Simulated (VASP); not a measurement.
Computed with vdW-DF-cx, VASP's PBE PAW potentials (set 64) (plane waves; VASP 6.6.1).

Input for VASP

### INCAR
```
SYSTEM  =  Gd
PREC  =  Accurate; ENCUT  =  520; LREAL  =  F
LASPH  =  T
EDIFF  =  1E-7; NELM  =  100; ALGO  =  Normal
LMAXMIX  =  6
ISMEAR  =  1; SIGMA  =  0.1
GGA  =  CX; LUSE_VDW  =  T; AGGAC  =  0.0
IBRION  =  2; NSW  =  30; ISIF  =  4
EDIFFG  =  -0.01
LWAVE  =  F; LCHARG  =  F
```

File KPOINTS:
```
Automatic mesh
0
Gamma
12 12 7
0 0 0
```

POSCAR:
```
Gd
1
    1.7834993614    -3.0891113048     0.0000000000
    1.7834993614     3.0891113048     0.0000000000
    0.0000000000     0.0000000000     5.6250939413
Gd
2
Direct
  0.3333330000   0.6666670000   0.2500000000
  0.6666670000   0.3333330000   0.7500000000
```

POTCAR, in this order: Gd_3 (PBE.64 set). Program: vasp_std.

The 4f electrons are frozen in the core of the lanthanide potential, so 4f levels, which can set the real gap, and their magnetism are missing.

Question: Predict the energy per atom (σ→0), band gap (on the k-mesh).

Answer: 
```yaml
energy per atom (σ→0): -2.252 eV/atom
band gap (on the k-mesh): none (metal, semimetal or under 0.01 eV)
```

File OSZICAR:
```
...
DAV:   6    -0.449255458916E+01   -0.56777E-02   -0.20411E-02  2196   0.116E+00    0.138E+01
DAV:   7    -0.450404639806E+01   -0.11492E-01   -0.37609E-02  2121   0.157E+00    0.220E-01
DAV:   8    -0.450379760650E+01    0.24879E-03   -0.21557E-03  2351   0.343E-01    0.620E-02
DAV:   9    -0.450381489777E+01   -0.17291E-04   -0.21669E-04  2594   0.106E-01    0.337E-02
DAV:  10    -0.450381216262E+01    0.27352E-05   -0.33262E-05  2357   0.416E-02    0.396E-02
DAV:  11    -0.450381328784E+01   -0.11252E-05   -0.54565E-06  2346   0.161E-02    0.167E-03
DAV:  12    -0.450381338112E+01   -0.93278E-07   -0.31322E-07  2393   0.382E-03
   1 F= -.45038134E+01 E0= -.45038327E+01  d E =-.450381E+01
```

The compound is Gd in the hcp structure. It was relaxed first, which changed the volume by -6 %.
